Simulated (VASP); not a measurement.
# CaGe2Au2: interstitial Li from one void to a neighbouring one, part 3 of 5

How hard is this move in CaGe2Au2: interstitial Li from one void to a neighbouring one? Both ends are relaxed first, then a band of images between them. The start is a cell from a database of measured crystal structures.

VASP 6.6.1, plane waves and PAW; the level of theory is named at each step.

So far. Step 2 (Relax the host): The run ended after 9 ionic steps, 0.013 eV below its first step, once forces and stress met EDIFFG = -0.02. Step 3 (Relax the start): The run ended after 18 ionic steps, 1.177 eV below its first step, once the forces on the free atoms met EDIFFG = -0.05.

## Step 4: Relax the end

Level of this step: PBEsol; plane waves and PAW (Au, Ge, Ca_pv, Li) (VASP).

The end state is relaxed in the same way, so that both ends share their errors.

INCAR

```
SYSTEM = LiCa4Ge8Au8
PREC = Normal
ENCUT = 280
EDIFF = 1E-05
NELM = 120
ISMEAR = 1
SIGMA = 0.15
LREAL = Auto
ALGO = Fast
GGA = PS
NBANDS = 97
LORBIT = 11
LWAVE = .FALSE.
LCHARG = .FALSE.
KPAR = 3
IBRION = 2
NSW = 60
ISIF = 2
EDIFFG = -0.05
POTIM = 0.4
MAXMIX = 40
ISYM = 0
```

POSCAR

```
LiCa4Ge8Au8
1.0
    0.0000000000      0.0000000000     10.3279839780
    4.4123825598     -4.4123825598      0.0000000000
    4.4123825598      4.4123825598    -10.3279839780
Au Ge Ca Li
8 8 4 1
Direct
    0.4970387799      0.2470379776      0.2479426342
    0.4990622203      0.2488124015      0.7522550745
    0.0027758534      0.7478010546      0.2533520101
    0.0003580539      0.7464575637      0.7498672582
    0.4983784837      0.7528127633      0.2512480046
    0.5002416789      0.7507610795      0.7487402749
   -0.0055716513      0.2541349136      0.2467427657
    0.0023037371      0.2504623897      0.7535435596
    0.6197350785     -0.0010122022      0.0010074484
    0.6202040946      0.0014045848      0.5025671569
    0.1152678647      0.4970206780      0.0018060418
    0.1148209511      0.4996109688      0.4997605484
    0.3831277827      0.0022303021     -0.0007217584
    0.3857716019     -0.0018011705      0.5012318994
    0.8781301333      0.5028525422     -0.0011168378
    0.8845675857      0.5042260078      0.5037215538
    0.0015432939      0.0007607419     -0.0001068680
   -0.0012757194      0.0000457318      0.5001080545
    0.5000105880      0.5034073084     -0.0012788978
    0.4952224843      0.5069092458      0.4999983036
    0.2274564340      0.7456236364      0.2571724891
```

KPOINTS

```
Automatic mesh
0
Gamma
3 3 3
0 0 0
```

PAW data sets: Au, Ge, Ca_pv and Li (PBE family, release 64).

Started as:

```console
$ mpirun -np 3 vasp_std
```

The log of the run:

```text
[... set-up lines as in an earlier step ...]
 entering main loop
       N       E                     dE             d eps       ncg     rms          rms(c)
DAV:   1     0.145929260818E+04    0.14593E+04   -0.34668E+04  3302   0.139E+03
DAV:   2     0.252509136896E+03   -0.12068E+04   -0.11189E+04  2828   0.437E+02
DAV:   3    -0.555960268097E+02   -0.30811E+03   -0.28273E+03  3308   0.161E+02
DAV:   4    -0.963757152935E+02   -0.40780E+02   -0.38768E+02  4143   0.632E+01
DAV:   5    -0.985150905877E+02   -0.21394E+01   -0.20971E+01  4312   0.154E+01    0.252E+01
RMM:   6    -0.887276472650E+02    0.97874E+01   -0.64607E+01  4064   0.219E+01    0.185E+01
RMM:   7    -0.888623477101E+02   -0.13470E+00   -0.58260E+00  4411   0.674E+00    0.104E+01
RMM:   8    -0.887029706935E+02    0.15938E+00   -0.15088E+00  3910   0.378E+00    0.156E+00
RMM:   9    -0.886424278106E+02    0.60543E-01   -0.27735E-01  4049   0.192E+00    0.448E-01
RMM:  10    -0.886506142624E+02   -0.81865E-02   -0.14700E-01  4474   0.920E-01    0.444E-01
RMM:  11    -0.886501876196E+02    0.42664E-03   -0.32287E-02  3995   0.550E-01    0.223E-01
RMM:  12    -0.886507430261E+02   -0.55541E-03   -0.86644E-03  4595   0.253E-01    0.942E-02
RMM:  13    -0.886510198591E+02   -0.27683E-03   -0.48306E-03  4514   0.178E-01    0.113E-01
RMM:  14    -0.886508810599E+02    0.13880E-03   -0.97774E-04  3967   0.862E-02    0.401E-02
RMM:  15    -0.886508792100E+02    0.18500E-05   -0.53875E-04  4294   0.561E-02    0.931E-03
WARNING in EDDRMM: call to ZHEGV failed, returncode =   8  4     49
RMM:  16    -0.886508917963E+02   -0.12586E-04   -0.14032E-04  3685   0.267E-02    0.930E-03
RMM:  17    -0.886508956903E+02   -0.38939E-05   -0.57841E-05  3595   0.253E-02
   1 F= -.88650896E+02 E0= -.88645706E+02  d E =-.886509E+02
 curvature:   0.00 expect dE= 0.000E+00 dE for cont linesearch  0.000E+00
 trial: gam= 0.00000 g(F)=  0.628E+00 g(S)=  0.000E+00 ort = 0.000E+00 (trialstep = 0.100E+01)
 search vector abs. value=  0.628E+00
 bond charge predicted
       N       E                     dE             d eps       ncg     rms          rms(c)
DAV:   1    -0.887470208826E+02   -0.96129E-01   -0.26221E+01  4008   0.220E+01    0.130E+00
RMM:   2    -0.890453258886E+02   -0.29831E+00   -0.30606E+00  4441   0.493E+00    0.153E+00
RMM:   3    -0.891692495688E+02   -0.12392E+00   -0.13150E+00  4144   0.231E+00    0.859E-01
RMM:   4    -0.891785354333E+02   -0.92859E-02   -0.85394E-02  4627   0.827E-01    0.796E-01
RMM:   5    -0.891761074304E+02    0.24280E-02   -0.16596E-02  4238   0.307E-01    0.550E-01
RMM:   6    -0.891734135551E+02    0.26939E-02   -0.77099E-03  3941   0.242E-01    0.291E-01
RMM:   7    -0.891727397502E+02    0.67380E-03   -0.11125E-02  4145   0.285E-01    0.176E-01
RMM:   8    -0.891726966739E+02    0.43076E-04   -0.10223E-03  3888   0.102E-01    0.433E-02
RMM:   9    -0.891727093239E+02   -0.12650E-04   -0.48541E-04  4341   0.632E-02    0.645E-02
WARNING in EDDRMM: call to ZHEGV failed, returncode =   6  3     37
RMM:  10    -0.891726813651E+02    0.27959E-04   -0.10258E-04  3692   0.340E-02    0.215E-02
RMM:  11    -0.891726791928E+02    0.21723E-05   -0.11032E-04  3530   0.275E-02    0.251E-02
RMM:  12    -0.891726748970E+02    0.42958E-05   -0.27356E-05  2114   0.175E-02
   2 F= -.89172675E+02 E0= -.89167151E+02  d E =-.521779E+00
[...]
WARNING in EDDRMM: call to ZHEGV failed, returncode =   8  4     47
[... from here on, the cycles between the ionic steps are left out ...]
   3 F= -.89641995E+02 E0= -.89637776E+02  d E =-.991100E+00
[...]
WARNING in EDDRMM: call to ZHEGV failed, returncode =   6  3     42
[...]
WARNING in EDDRMM: call to ZHEGV failed, returncode =   6  3     43
   4 F= -.89644819E+02 E0= -.89640404E+02  d E =-.993923E+00
   5 F= -.89776418E+02 E0= -.89772097E+02  d E =-.131599E+00
[...]
WARNING in EDDRMM: call to ZHEGV failed, returncode =   6  3     53
WARNING in EDDRMM: call to ZHEGV failed, returncode =   6  3     45
   6 F= -.89814183E+02 E0= -.89810265E+02  d E =-.169365E+00
   7 F= -.89839203E+02 E0= -.89835868E+02  d E =-.250201E-01
   8 F= -.89841270E+02 E0= -.89838183E+02  d E =-.270866E-01
[...]
WARNING in EDDRMM: call to ZHEGV failed, returncode =   6  3     51
   9 F= -.89847572E+02 E0= -.89844755E+02  d E =-.630264E-02
  10 F= -.89850081E+02 E0= -.89847488E+02  d E =-.881098E-02
[...]
WARNING in EDDRMM: call to ZHEGV failed, returncode =   6  3     34
  11 F= -.89850238E+02 E0= -.89847727E+02  d E =-.896811E-02
[...]
WARNING in EDDRMM: call to ZHEGV failed, returncode =   6  3     31
  12 F= -.89855240E+02 E0= -.89852663E+02  d E =-.500259E-02
[...]
WARNING in EDDRMM: call to ZHEGV failed, returncode =   6  3     68
[...]
WARNING in EDDRMM: call to ZHEGV failed, returncode =   6  3     25
  13 F= -.89857417E+02 E0= -.89854782E+02  d E =-.717872E-02
  14 F= -.89858818E+02 E0= -.89856050E+02  d E =-.857986E-02
[...]
WARNING in EDDRMM: call to ZHEGV failed, returncode =   6  3     61
  15 F= -.89862543E+02 E0= -.89860007E+02  d E =-.372502E-02
  16 F= -.89863045E+02 E0= -.89860594E+02  d E =-.422737E-02
[...]
WARNING in EDDRMM: call to ZHEGV failed, returncode =   6  3     71
  17 F= -.89864857E+02 E0= -.89862764E+02  d E =-.181183E-02
  18 F= -.89864948E+02 E0= -.89862941E+02  d E =-.190279E-02
 curvature:  -1.79 expect dE=-0.117E-02 dE for cont linesearch -0.123E-04
 trial: gam= 0.69049 g(F)=  0.654E-03 g(S)=  0.000E+00 ort =-0.983E-04 (trialstep = 0.249E+01)
 search vector abs. value=  0.119E-02
 bond charge predicted
       N       E                     dE             d eps       ncg     rms          rms(c)
DAV:   1    -0.898635754930E+02    0.13663E-02   -0.11552E+00  3320   0.290E+00    0.905E-02
RMM:   2    -0.898653264089E+02   -0.17509E-02   -0.17292E-02  3788   0.731E-01    0.770E-02
RMM:   3    -0.898663845884E+02   -0.10582E-02   -0.10372E-02  4568   0.405E-01    0.125E-01
RMM:   4    -0.898663538696E+02    0.30719E-04   -0.11473E-03  4031   0.130E-01    0.883E-02
RMM:   5    -0.898662973140E+02    0.56556E-04   -0.70749E-04  4397   0.836E-02    0.252E-02
RMM:   6    -0.898662973036E+02    0.10348E-07   -0.89205E-05  3535   0.331E-02
  19 F= -.89866297E+02 E0= -.89864350E+02  d E =-.134942E-02
 trial-energy change:   -0.001349  1 .order   -0.001031   -0.001457   -0.000604
 step:   2.9666(harm=  4.2490)  dis= 0.00552  next Energy=   -89.866358 (dE=-0.141E-02)
 reached required accuracy - stopping structural energy minimisation
```

Elapsed: 14 min, on 3 MPI ranks of AMD EPYC 9R45, shared host; peak memory 1.1 GiB; 43 min of CPU time.

OUTCAR, selected parts (step 4):

```text
 Found     14 irreducible k-points:

   NELECT =     153.0000    total number of electrons

 E-fermi :   6.4413

 k-point     1 :       0.0000    0.0000    0.0000
  band No.  band energies     occupation
    ...
     72       4.9702      2.00000
     73       5.0308      2.00000
     74       5.1237      2.00000
     75       5.4616      2.00000
     76       6.4253      1.17982
     77       6.6656     -0.05570
     78       6.9577     -0.00001
     79       7.1183     -0.00000
     80       7.2014     -0.00000
     81       7.3643     -0.00000
    ...

 k-point     2 :       0.3333    0.0000    0.0000
  band No.  band energies     occupation
    ...
     73       5.1021      2.00000
     74       5.6416      2.00000
     75       5.7396      2.00000
     76       5.8337      2.00000
     77       6.1364      2.01435
     78       6.8587     -0.00060
     79       7.1569     -0.00000
     80       7.7605     -0.00000
     81       7.7990     -0.00000
     82       8.1061     -0.00000
    ...

  Total        4.6856052     11.5056843      3.1900927      0.0064451      0.0498365      0.0063243
  in kB       18.6674245     45.8385810     12.7093111      0.0256772      0.1985484      0.0251961
  external PRESSURE =      25.7384389 kB  Pullay stress =       0.0000000 kB

 POSITION                                       TOTAL-FORCE (eV/Angst)
 -----------------------------------------------------------------------------------
      2.20021      0.00609      2.53775        -0.004492      0.009450      0.004119
      4.41984      2.20920     -2.73489         0.005949      0.006577     -0.023484
      4.42728     -2.19302      7.69907         0.006967      0.006853      0.011966
      6.62349      0.01600      2.53869        -0.003490     -0.000150      0.004561
      4.41808     -2.21770      2.54573         0.009929      0.004579      0.016693
      6.61057     -0.01531     -2.58939        -0.006720     -0.002620      0.008292
      2.21151     -0.00721      7.73339        -0.006954     -0.004472      0.009031
      4.42744      2.20733     -7.59544         0.000987      0.002831      0.010343
      4.40864     -4.38116      6.35857         0.006613      0.014987     -0.005952
      2.25313      2.21965      1.23357        -0.016478      0.001626     -0.026709
      6.59438      2.21940     -9.11073         0.009886      0.000394     -0.026468
      4.41190     -0.01152     -3.98868         0.001701     -0.032565     -0.021192
      4.41259     -4.37739      3.93883        -0.002448      0.004982      0.011891
      2.24180      2.19270     -1.26585         0.016971      0.003780      0.004337
      6.60986      2.19511     -1.28037        -0.024978     -0.003294      0.016710
      4.41150     -0.04301      3.91989        -0.001286     -0.007085      0.009633
      4.41959      4.02260     -0.02725         0.000644     -0.005783      0.000916
      2.21474      2.20891      5.13696        -0.004586      0.001114      0.004851
      2.20718     -2.20181      5.14104         0.002488     -0.002431      0.006342
      4.41863      0.39685     -0.00345         0.005213     -0.004727     -0.010998
      4.42620     -2.20295     -0.03415         0.004085      0.005955     -0.004879
 -----------------------------------------------------------------------------------
    total drift:                               -0.030024     -0.019565      0.021473

  FREE ENERGIE OF THE ION-ELECTRON SYSTEM (eV)
  ---------------------------------------------------
  free  energy   TOTEN  =       -89.8662973036 eV

  energy  without entropy=      -89.8604565971  energy(sigma->0) =      -89.86435040

 total charge
# of ion       s       p       d       tot
------------------------------------------
    1        0.637   0.430   8.687   9.754
    2        0.643   0.449   8.682   9.774
    3        0.639   0.453   8.678   9.770
    4        0.637   0.429   8.687   9.754
    5        0.639   0.456   8.678   9.772
    6        0.637   0.428   8.688   9.753
    7        0.637   0.428   8.688   9.752
    8        0.646   0.446   8.682   9.774
    9        1.135   1.198   0.091   2.424
   10        1.137   1.209   0.090   2.435
   11        1.136   1.211   0.090   2.437
   12        1.135   1.200   0.091   2.426
   13        1.135   1.201   0.091   2.427
   14        1.136   1.211   0.090   2.437
   15        1.136   1.209   0.090   2.435
   16        1.135   1.199   0.091   2.425
   17        0.192   6.149   0.531   6.872
   18        0.169   6.133   0.459   6.761
   19        0.169   6.133   0.460   6.762
   20        0.193   6.149   0.532   6.874
   21        0.159   0.263   0.000   0.421
--------------------------------------------------
tot         15.082  37.983  72.173 125.238

[... 6 parts as in an earlier step ...]

[... 6 further parts left out ...]
```

The steps of the relaxation:

| step | energy less that of the first step (eV) | largest force (eV/Å) |
| --- | --- | --- |
| 1 | 0.0000 | 2.6129 |
| 2 | -0.5218 | 1.8871 |
| 3 | -0.9911 | 1.1677 |
| 4 | -0.9939 | 1.0461 |
| 5 | -1.1255 | 0.4469 |
| 6 | -1.1633 | 0.4140 |
| 7 | -1.1883 | 0.1664 |
| 8 | -1.1904 | 0.1372 |
| 9 | -1.1967 | 0.1101 |
| 10 | -1.1992 | 0.1129 |
| 11 | -1.1993 | 0.1428 |
| 12 | -1.2043 | 0.0913 |
| 13 | -1.2065 | 0.0752 |
| 14 | -1.2079 | 0.1113 |
| 15 | -1.2116 | 0.0891 |
| 16 | -1.2121 | 0.0764 |
| 17 | -1.2140 | 0.0605 |
| 18 | -1.2141 | 0.0659 |
| 19 | -1.2154 | 0.0389 |

The atoms that moved most (Å):

```
atom      dx      dy      dz  length
Ca20  -0.024   0.427   0.046   0.430
Ca17   0.004  -0.386  -0.044   0.389
Li21   0.001  -0.048   0.273   0.277
 Au8  -0.003  -0.012   0.163   0.164
 Au2   0.003  -0.012  -0.120   0.121
Ge14   0.038  -0.027  -0.073   0.087
Ge16  -0.036  -0.041  -0.013   0.056
Ge13  -0.006   0.048  -0.026   0.055
```

The relaxed structure:

```
Au Ge Ca Li
1.0
     0.00000    0.00000   10.32798
     4.41238   -4.41238    0.00000
     4.41238    4.41238  -10.32798
Au Ge Ca Li
8 8 4 1
Direct
  0.49573 0.24863 0.25001
  0.48638 0.25050 0.75119
  0.99864 0.75020 0.25318
  0.99818 0.74874 0.75237
  0.49583 0.75195 0.24934
  0.49664 0.75083 0.74736
  0.99857 0.25142 0.24979
  0.01641 0.25158 0.75184
  0.61878 0.99604 0.00311
  0.62628 0.00379 0.50684
  0.11661 0.49576 0.99876
  0.11244 0.50125 0.49864
  0.38536 0.99606 0.00399
  0.37994 0.00556 0.50251
  0.87379 0.50027 0.99776
  0.87457 0.50477 0.49503
  0.95401 0.04499 0.95665
  0.99866 0.00066 0.50128
  0.49839 0.49962 0.00061
  0.54534 0.45574 0.54568
  0.24863 0.75120 0.25193
```

Numbers from this step:

```
electronic cycles       : 170
free energy (TOTEN)     : -89.8663 eV
energy at zero smearing : -89.8644 eV
Fermi energy            : 6.441 eV
```

The run ended after 19 ionic steps, 1.215 eV below its first step, once the forces on the free atoms met EDIFFG = -0.05.

(Continued in part 4 of 5.)

[Lines on the potential files, build, host, timing and source positions are cut from VASP's logs without a mark.]

[Logs are printed without paths, hosts, clocks, repeated set-up lines and the standing remarks that a program may print on its own settings, such as how far it seeks lower states.]

[Hosts, paths, dates, database ids (printed as entryN), source tags and the programs' standing remarks are cut or masked in the printed files.]

[Runs that stopped without an error message from VASP are left out.]
